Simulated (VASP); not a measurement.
Given:

```
CELL_PARAMETERS angstrom
     -2.76648     2.76648     1.53443
      2.76648    -2.76648     1.53443
      2.76648     2.76648    -1.53443
ATOMIC_POSITIONS crystal
  Sc 0.75000 0.25000 0.50000
  Sc 0.00000 0.00000 0.00000
```

All values below come from PBEsol GGA, VASP's PBE PAW potentials (set 64) (plane waves; VASP 6.6.1). Settings: 400 eV cut-off, Gaussian smearing of 0.050 eV, potentials Sc_sv.

**Question.** Give the energies of bands 9 to 14 at the high-symmetry points, in eV from the Fermi level.

**Answer.** 
```
band      Γ      X      M      Z      P      N
----  -----  -----  -----  -----  -----  -----
9     -5.12  -2.63  -1.61  -0.90  -1.08  -1.63
10    -1.74  -2.63  -1.61  -0.90  -1.08  -1.17
11    -0.14   0.21  -0.03  -0.20  -0.78  -0.52
12     0.09   0.21  -0.03  -0.17  -0.78   0.38
13     0.83   0.97   0.75   0.65   1.37   0.86
14     2.83   0.97   0.75   1.43   1.37   1.67
```

It has no gap at this level: it comes out as a metal or semimetal.

The structure was generated: Sc was put into the beta-Sn type (I4_1/amd), which need not be its known phase. It was relaxed first, which changed the volume by -11 %.
